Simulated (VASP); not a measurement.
Consider the following.

```xyz
2
Lattice="0.0000 2.4940 2.4940 2.4940 0.0000 2.4940 2.4940 2.4940 0.0000" Properties=species:S:1:pos:R:3 pbc="T T T"
Gd     0.0000     0.0000     0.0000
N      2.4940     2.4940     2.4940
```

Calculation: PBE GGA with D4 dispersion, VASP's PBE PAW potentials (set 64) (plane waves; VASP). Numerical set-up: 520 eV cut-off, 13×13×13 Γ-centred mesh, first-order Methfessel-Paxton smearing of 0.10 eV, potentials Gd_3 N.

The 4f electrons are frozen in the core of the lanthanide potential, so 4f levels, which can set the real gap, and their magnetism are missing.

Question: The job: GdN (rock salt), 2 atoms, PBE-D4, static run, 520 eV, 13×13×13 Γ-centred mesh. Roughly how much core time does it take on a busy server core?

Answer: About 10 core-seconds (one run on a shared machine, a rough figure). It had 84 irreducible k-points, 11 bands, up to 869 plane waves and 13 electronic steps.

The compound is GdN in the rock salt structure. This cell is one point of a volume scan, at 1.03 of the reference volume.
